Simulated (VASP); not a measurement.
Given:

```
EuRh3B
1.0
    4.18800     0.00000     0.00000
    0.00000     4.18800     0.00000
    0.00000     0.00000     4.18800
Rh Eu B
3 1 1
Direct
  0.00000   0.50000   0.50000
  0.50000   0.00000   0.50000
  0.50000   0.50000   0.00000
  0.00000   0.00000   0.00000
  0.50000   0.50000   0.50000
```
Starting moments (μB, in the order of the record's atoms Rh Rh Rh Eu B): 0.0 0.0 0.0 7.0 0.0.

All values below come from PBEsol GGA, VASP's PBE PAW potentials (set 64) (plane waves; VASP 6.6.1). Numerical set-up: 400 eV cut-off, 6×6×6 Γ-centred mesh, Gaussian smearing of 0.050 eV, potentials Rh_pv Eu B.

At this cut-off the stress carries a Pulay error, which pulls relaxed volumes low.

**Question.** The ions, cell shape and volume are relaxed. Give the cell that the relaxation ends in.

**Answer.** 
```
EuRh3B
1.0
    4.17320     0.00000     0.00000
    0.00000     4.17320     0.00000
    0.00000     0.00000     4.17320
Rh Eu B
3 1 1
Direct
  0.00000   0.50000   0.50000
  0.50000   0.00000   0.50000
  0.50000   0.50000   0.00000
  0.00000   0.00000   0.00000
  0.50000   0.50000   0.50000
```
Space group Pm-3m (221), at a tolerance of 0.03 Å. The cell ends with 5.81 μB, on the sites -0.24 -0.24 -0.24 6.27 0.01 μB.

**Question.** How do energy and volume change from the first to the last step?

**Answer.** The energy (σ→0) changes by -1.0 meV/atom and the volume by -1.1 %, in 3 ionic steps.

| step | E(σ→0) (eV) | max force (eV/Å) | pressure (GPa) | volume (Å³) |
|---|---|---|---|---|
| 1 | -45.7278 | 0.000 | -2.00 | 73.45 |
| 2 | -45.7214 | 0.000 | 3.20 | 71.52 |
| 3 | -45.7327 | 0.000 | -0.03 | 72.68 |

The structure comes from a measured EuBRh3 entry of the Crystallography Open Database, whose conditions weren't checked. This run relaxes it. Symmetry was kept, so distortions that lower it aren't found. The run is one of a series of settings (EDIFFG = -0.01, IBRION = 2, ISIF = 3, NSW = 50 against the base run), some of them coarse on purpose.
